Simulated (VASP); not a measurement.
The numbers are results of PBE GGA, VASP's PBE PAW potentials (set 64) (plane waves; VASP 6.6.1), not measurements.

The input files of a VASP run:

KPOINTS:
```
K-points
0
gamma
  12 12 12
0 0 0
```

### INCAR
```
# general
SYSTEM   =  ZrC
PREC     =  Accurate
ENCUT    =  520
LREAL    =  .FALSE.
LASPH    =  .TRUE.
NBANDS   =  24

# electronic loop
EDIFF    =  1E-6
NELM     =  100
ALGO     =  Normal
LMAXMIX  =  4

# smearing
ISMEAR   =  1
SIGMA    =  0.1

# functional
GGA      =  PE

# ions
ISIF     =  2

# output
LWAVE    =  .FALSE.
LCHARG   =  .FALSE.
```

File POSCAR:
```
ZrC
3.2780510
  0.0000000000   0.7012676130   0.7128983045
  0.7237791602   0.0000000000   0.7128983045
  0.7237791602   0.7012676130   0.0000000000
Zr C
1 1
Cartesian
  0.0000000000   0.0000000000   0.0000000000
  0.7523090872   0.7012676130   0.7128983045
```

POTCAR, in this order: Zr_sv C (PBE.64 set). Program: vasp_std.

### Question
What does the run give for the energy per atom (σ→0), pressure, largest force, band gap (on the k-mesh)?

### Answer

```
Item                                                        Result
------------------------  ----------------------------------------
energy per atom (σ→0)                               -9.704 eV/atom
band gap (on the k-mesh)  none (metal, semimetal or under 0.01 eV)
pressure                                                 66.6 kbar
largest force                                           0.535 eV/Å
```

### OSZICAR
```
...
DAV:   6    -0.195252664647E+02    0.33529E+01   -0.13422E+00 16840   0.142E+01    0.797E+00
DAV:   7    -0.194232757681E+02    0.10199E+00   -0.39530E-01 15384   0.363E+00    0.645E+00
DAV:   8    -0.194174464465E+02    0.58293E-02   -0.92046E-02 17856   0.214E+00    0.301E+00
DAV:   9    -0.194079535024E+02    0.94929E-02   -0.10526E-02 15008   0.748E-01    0.218E-01
DAV:  10    -0.194082498548E+02   -0.29635E-03   -0.11289E-03 16536   0.219E-01    0.602E-02
DAV:  11    -0.194082513279E+02   -0.14731E-05   -0.34208E-05 16128   0.301E-02    0.196E-02
DAV:  12    -0.194082506699E+02    0.65793E-06   -0.37992E-06 16672   0.155E-02
   1 F= -.19408251E+02 E0= -.19408281E+02  d E =0.913909E-04
```

The compound is ZrC in the rock salt structure. The cell was not relaxed at this level, atoms are displaced from their ideal sites. The run is one of a series of settings (NBANDS = 24 against the base run), some of them coarse on purpose.
